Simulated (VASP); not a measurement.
All values below come from PBEsol GGA, VASP's PBE PAW potentials (set 64) (plane waves; VASP 6.6.1).

The input files of a VASP run:

File KPOINTS:
```
Automatic mesh
0
G
5 3 1
```

INCAR:
```
SYSTEM = PbTe(110) slab
PREC = Normal
ENCUT = 400
EDIFF = 1E-5
NELM = 100
ALGO = Normal
LREAL = .FALSE.
LASPH = .TRUE.
ISMEAR = 0
SIGMA = 0.05
GGA = PS
LMAXMIX = 4
LWAVE = .TRUE.
LCHARG = .FALSE.
NELMIN = 4
LDIPOL = .TRUE.
IDIPOL = 3
DIPOL = 0.5 0.5 0.5
IBRION = 2
ISIF = 2
NSW = 50
EDIFFG = -0.03
```

**POSCAR**
```
PbTe(110) slab
1.0
  4.5548761865   0.0000000000   0.0000000000
  0.0000000000   6.4415674049   0.0000000000
  0.0000000000   0.0000000000  24.0669522295
Te Pb
4 4
Cart
  2.2774380932   0.0000000000  10.8947482700
  0.0000000000   3.2207837024   8.6173166475
  2.2774380932   0.0000000000  15.4496355820
  0.0000000000   3.2207837024  13.1722039595
  0.0000000000   0.0000000000   8.6173166475
  2.2774380932   3.2207837024  10.8947482700
  0.0000000000   0.0000000000  13.1722039595
  2.2774380932   3.2207837024  15.4496355820
```

POTCAR, in this order: Te Pb_d (PBE.64 set). Program: vasp_std.

The run wrote:

File OUTCAR:
```
 ion  position               nearest neighbor table
   1  0.500  0.000  0.453-   5 3.22   5 3.22   6 3.22   6 3.22   7 3.22   7 3.22
   2  0.000  0.500  0.358-   6 3.22   6 3.22   5 3.22   5 3.22
   3  0.500  0.000  0.642-   7 3.22   7 3.22   8 3.22   8 3.22
   4  0.000  0.500  0.547-   8 3.22   8 3.22   7 3.22   7 3.22   6 3.22   6 3.22
   5  0.000  0.000  0.358-   1 3.22   1 3.22   2 3.22   2 3.22
   6  0.500  0.500  0.453-   2 3.22   2 3.22   1 3.22   1 3.22   4 3.22   4 3.22
   7  0.000  0.000  0.547-   3 3.22   3 3.22   4 3.22   4 3.22   1 3.22   1 3.22
   8  0.500  0.500  0.642-   4 3.22   4 3.22   3 3.22   3 3.22
  LATTYP: Found a simple orthorhombic cell.
 ALAT       =     4.5548761865
 B/A-ratio  =     1.4142135024
 C/A-ratio  =     5.2837774824
 Subroutine PRICEL returns:
 Original cell was already a primitive cell.
 Subroutine GETGRP returns: Found  8 space group operations
The static configuration has the point symmetry C_2v.
 The point group associated with its full space group is D_2h.
The dynamic configuration has the point symmetry C_2v.
 Subroutine INISYM returns: Found  8 space group operations
 Subroutine IBZKPT returns following result:
 Found      6 irreducible k-points:

 Following reciprocal coordinates:
            Coordinates               Weight
...
```

File OSZICAR:
```
...
DAV:   8    -0.316418121140E+02   -0.19512E-04   -0.71477E-06   416   0.130E-02    0.370E-03
DAV:   9    -0.316418274284E+02   -0.15314E-04   -0.23843E-06   408   0.791E-03    0.171E-03
DAV:  10    -0.316418397584E+02   -0.12330E-04   -0.23360E-06   400   0.582E-03    0.616E-04
DAV:  11    -0.316418434812E+02   -0.37228E-05   -0.64704E-07   392   0.419E-03
   2 F= -.31641843E+02 E0= -.31641843E+02  d E =-.202035E+00
       N       E                     dE             d eps       ncg     rms          rms(c)
DAV:   1    -0.313396922018E+02    0.30215E+00   -0.40101E+02   792   0.956E+01    0.224E+00
DAV:   2    -0.318685877587E+02   -0.52890E+00   -0.55949E+00   656   0.141E+01    0.542E-01
DAV:   3    -0.318824857180E+02   -0.13898E-01   -0.23181E-01   864   0.326E+00    0.431E-01
DAV:   4    -0.318816670027E+02    0.81872E-03   -0.63195E-03   808   0.408E-01    0.328E-01
DAV:   5    -0.318813954827E+02    0.27152E-03   -0.22000E-03   760   0.214E-01    0.887E-02
DAV:   6    -0.318816186465E+02   -0.22316E-03   -0.53910E-04   696   0.960E-02    0.774E-02
DAV:   7    -0.318817238384E+02   -0.10519E-03   -0.50848E-05   576   0.354E-02    0.566E-02
DAV:   8    -0.318819044335E+02   -0.18060E-03   -0.65083E-05   528   0.274E-02    0.149E-02
DAV:   9    -0.318819705416E+02   -0.66108E-04   -0.13425E-05   472   0.187E-02    0.923E-03
DAV:  10    -0.318820028202E+02   -0.32279E-04   -0.28215E-06   400   0.870E-03    0.517E-03
DAV:  11    -0.318820816632E+02   -0.78843E-04   -0.22982E-05   456   0.141E-02    0.415E-03
DAV:  12    -0.318820885127E+02   -0.68495E-05   -0.92109E-07   416   0.685E-03
   3 F= -.31882089E+02 E0= -.31882089E+02  d E =-.442280E+00
       N       E                     dE             d eps       ncg     rms          rms(c)
DAV:   1    -0.318815997336E+02    0.48193E-03   -0.27940E-01   648   0.195E+00    0.569E-02
DAV:   2    -0.318820942354E+02   -0.49450E-03   -0.53214E-03   824   0.447E-01    0.200E-02
DAV:   3    -0.318820992672E+02   -0.50318E-05   -0.76532E-05   688   0.542E-02    0.132E-02
DAV:   4    -0.318821009401E+02   -0.16729E-05   -0.75852E-06   400   0.230E-02
   4 F= -.31882101E+02 E0= -.31882101E+02  d E =-.442293E+00
       N       E                     dE             d eps       ncg     rms          rms(c)
DAV:   1    -0.318812125069E+02    0.88676E-03   -0.34486E+00   648   0.544E+00    0.226E-01
DAV:   2    -0.318906362467E+02   -0.94237E-02   -0.10132E-01   816   0.177E+00    0.106E-01
DAV:   3    -0.318905240468E+02    0.11220E-03   -0.11025E-03   744   0.229E-01    0.692E-02
DAV:   4    -0.318904792007E+02    0.44846E-04   -0.11837E-04   648   0.744E-02    0.470E-02
DAV:   5    -0.318904600052E+02    0.19196E-04   -0.91390E-05   632   0.790E-02    0.157E-02
DAV:   6    -0.318904623826E+02   -0.23775E-05   -0.18313E-05   368   0.331E-02
   5 F= -.31890462E+02 E0= -.31890462E+02  d E =-.836144E-02
       N       E                     dE             d eps       ncg     rms          rms(c)
DAV:   1    -0.318026140283E+02    0.87846E-01   -0.26021E+01   648   0.156E+01    0.612E-01
DAV:   2    -0.319020403723E+02   -0.99426E-01   -0.10265E+00   824   0.461E+00    0.270E-01
DAV:   3    -0.319018383305E+02    0.20204E-03   -0.10077E-02   808   0.608E-01    0.186E-01
DAV:   4    -0.319016344699E+02    0.20386E-03   -0.96434E-04   752   0.189E-01    0.129E-01
DAV:   5    -0.319015514634E+02    0.83007E-04   -0.35442E-04   656   0.143E-01    0.503E-02
DAV:   6    -0.319015572104E+02   -0.57470E-05   -0.14605E-04   712   0.856E-02    0.346E-02
DAV:   7    -0.319015552227E+02    0.19877E-05   -0.15386E-05   360   0.306E-02
   6 F= -.31901555E+02 E0= -.31901555E+02  d E =-.194543E-01
       N       E                     dE             d eps       ncg     rms          rms(c)
DAV:   1    -0.319022505816E+02   -0.69337E-03   -0.27204E+00   632   0.623E+00    0.190E-01
DAV:   2    -0.319095670483E+02   -0.73165E-02   -0.78233E-02   864   0.198E+00    0.983E-02
DAV:   3    -0.319094590757E+02    0.10797E-03   -0.79077E-04   720   0.206E-01    0.689E-02
DAV:   4    -0.319094150645E+02    0.44011E-04   -0.11827E-04   752   0.812E-02    0.448E-02
DAV:   5    -0.319093925146E+02    0.22550E-04   -0.53519E-05   632   0.679E-02    0.214E-02
DAV:   6    -0.319093890740E+02    0.34407E-05   -0.12453E-05   360   0.301E-02
   7 F= -.31909389E+02 E0= -.31909389E+02  d E =-.783385E-02
       N       E                     dE             d eps       ncg     rms          rms(c)
DAV:   1    -0.318370286776E+02    0.72364E-01   -0.24319E+01   624   0.191E+01    0.619E-01
DAV:   2    -0.319303437177E+02   -0.93315E-01   -0.97318E-01   864   0.617E+00    0.306E-01
DAV:   3    -0.319294588050E+02    0.88491E-03   -0.81543E-03   728   0.645E-01    0.215E-01
DAV:   4    -0.319290674465E+02    0.39136E-03   -0.11333E-03   824   0.246E-01    0.142E-01
DAV:   5    -0.319288933625E+02    0.17408E-03   -0.35999E-04   696   0.171E-01    0.738E-02
DAV:   6    -0.319288579758E+02    0.35387E-04   -0.15750E-04   744   0.996E-02    0.259E-02
DAV:   7    -0.319288661954E+02   -0.82196E-05   -0.33191E-05   464   0.429E-02
   8 F= -.31928866E+02 E0= -.31928866E+02  d E =-.273110E-01
       N       E                     dE             d eps       ncg     rms          rms(c)
DAV:   1    -0.315399079163E+02    0.38895E+00   -0.98562E+01   624   0.409E+01    0.121E+00
DAV:   2    -0.319503896888E+02   -0.41048E+00   -0.41973E+00   864   0.110E+01    0.568E-01
DAV:   3    -0.319492642951E+02    0.11254E-02   -0.36692E-02   680   0.121E+00    0.419E-01
DAV:   4    -0.319484694457E+02    0.79485E-03   -0.47341E-03   864   0.442E-01    0.287E-01
DAV:   5    -0.319481424869E+02    0.32696E-03   -0.68646E-04   664   0.217E-01    0.157E-01
DAV:   6    -0.319480347296E+02    0.10776E-03   -0.79299E-04   664   0.214E-01    0.398E-02
DAV:   7    -0.319480998786E+02   -0.65149E-04   -0.12322E-04   560   0.513E-02    0.317E-02
DAV:   8    -0.319481223937E+02   -0.22515E-04   -0.73283E-06   416   0.173E-02    0.233E-02
DAV:   9    -0.319482260840E+02   -0.10369E-03   -0.28693E-05   448   0.294E-02    0.988E-03
DAV:  10    -0.319482368183E+02   -0.10734E-04   -0.32305E-06   392   0.103E-02    0.794E-03
DAV:  11    -0.319482589325E+02   -0.22114E-04   -0.18585E-06   384   0.831E-03    0.356E-03
DAV:  12    -0.319483087194E+02   -0.49787E-04   -0.95156E-06   424   0.735E-03    0.375E-03
DAV:  13    -0.319483128710E+02   -0.41516E-05   -0.56597E-07   384   0.420E-03
   9 F= -.31948313E+02 E0= -.31948313E+02  d E =-.467576E-01
       N       E                     dE             d eps       ncg     rms          rms(c)
DAV:   1    -0.319354211549E+02    0.12888E-01   -0.46580E+00   632   0.817E+00    0.265E-01
DAV:   2    -0.319492583500E+02   -0.13837E-01   -0.14771E-01   864   0.272E+00    0.135E-01
DAV:   3    -0.319490372048E+02    0.22115E-03   -0.13368E-03   752   0.280E-01    0.912E-02
DAV:   4    -0.319489444313E+02    0.92774E-04   -0.22159E-04   760   0.118E-01    0.565E-02
DAV:   5    -0.319489105004E+02    0.33931E-04   -0.89185E-05   640   0.877E-02    0.264E-02
DAV:   6    -0.319489063459E+02    0.41544E-05   -0.19918E-05   400   0.381E-02
  10 F= -.31948906E+02 E0= -.31948906E+02  d E =-.473511E-01
       N       E                     dE             d eps       ncg     rms          rms(c)
DAV:   1    -0.319231934103E+02    0.25717E-01   -0.84904E+00   648   0.995E+00    0.345E-01
DAV:   2    -0.319507925428E+02   -0.27599E-01   -0.29207E-01   840   0.326E+00    0.169E-01
DAV:   3    -0.319505181798E+02    0.27436E-03   -0.26611E-03   848   0.366E-01    0.112E-01
DAV:   4    -0.319503989547E+02    0.11923E-03   -0.26680E-04   744   0.122E-01    0.765E-02
DAV:   5    -0.319503458865E+02    0.53068E-04   -0.21825E-04   712   0.132E-01    0.284E-02
DAV:   6    -0.319503486035E+02   -0.27170E-05   -0.39339E-05   528   0.489E-02
  11 F= -.31950349E+02 E0= -.31950349E+02  d E =-.144226E-02
```

File OUTCAR:
```
------------------------ aborting loop because EDIFF is reached ----------------------------------------
  FORCE on cell =-STRESS in cart. coord.  units (eV):
  Direction    XX          YY          ZZ          XY          YZ          ZX
  --------------------------------------------------------------------------------------
  Total       -1.5889706     -1.9700184     -0.3429626      0.0000000      0.0000000      0.0000000
  in kB       -3.6052651     -4.4698365     -0.7781586      0.0000000      0.0000000      0.0000000
  external PRESSURE =      -2.9510867 kB  Pullay stress =       0.0000000 kB
  volume of cell :      706.14
      direct lattice vectors                 reciprocal lattice vectors
     4.554876186  0.000000000  0.000000000     0.219544936  0.000000000  0.000000000
     0.000000000  6.441567405  0.000000000     0.000000000  0.155241719  0.000000000
     0.000000000  0.000000000 24.066952230     0.000000000  0.000000000  0.041550754
 POSITION                                       TOTAL-FORCE (eV/Angst)
 -----------------------------------------------------------------------------------
      2.27744      0.00000     10.89217         0.000000      0.000000     -0.005582
      0.00000      3.22078      8.49542         0.000000      0.000000      0.008714
      2.27744      0.00000     15.57154         0.000000      0.000000     -0.008714
      0.00000      3.22078     13.17478         0.000000      0.000000      0.005582
      0.00000      0.00000      8.86157         0.000000      0.000000      0.021894
      2.27744      3.22078     10.54119         0.000000      0.000000      0.014320
      0.00000      0.00000     13.52576         0.000000      0.000000     -0.014320
      2.27744      3.22078     15.20538         0.000000      0.000000     -0.021894
 -----------------------------------------------------------------------------------
    total drift:                                0.000000      0.000000      0.000000
  FREE ENERGIE OF THE ION-ELECTRON SYSTEM (eV)
  ---------------------------------------------------
  free  energy   TOTEN  =       -31.9503486035 eV

  energy  without entropy=      -31.9503486035  energy(sigma->0) =      -31.95034860

 reached required accuracy - stopping structural energy minimisation
```
(Selected blocks of OUTCAR.)

File CONTCAR:
```
PbTe(110) slab
   1.00000000000000
     4.5548761864999996    0.0000000000000000    0.0000000000000000
     0.0000000000000000    6.4415674048999998    0.0000000000000000
     0.0000000000000000    0.0000000000000000   24.0669522295000000
  Te              Pb
     4     4
Direct
     0.5000000000000000    0.0000000000000000    0.4525779621671709
     0.0000000000000000    0.5000000000000000    0.3529909279144129
     0.5000000000000000    0.0000000000000000    0.6470090720855871
     0.0000000000000000    0.5000000000000000    0.5474220378328291
     0.0000000000000000    0.0000000000000000    0.3682049807914651
     0.5000000000000000    0.5000000000000000    0.4379943958573957
     0.0000000000000000    0.0000000000000000    0.5620056041426044
     0.5000000000000000    0.5000000000000000    0.6317950192085348
```

The cell is a thin slab with vacuum, built from PbTe (rock salt): (110) face.
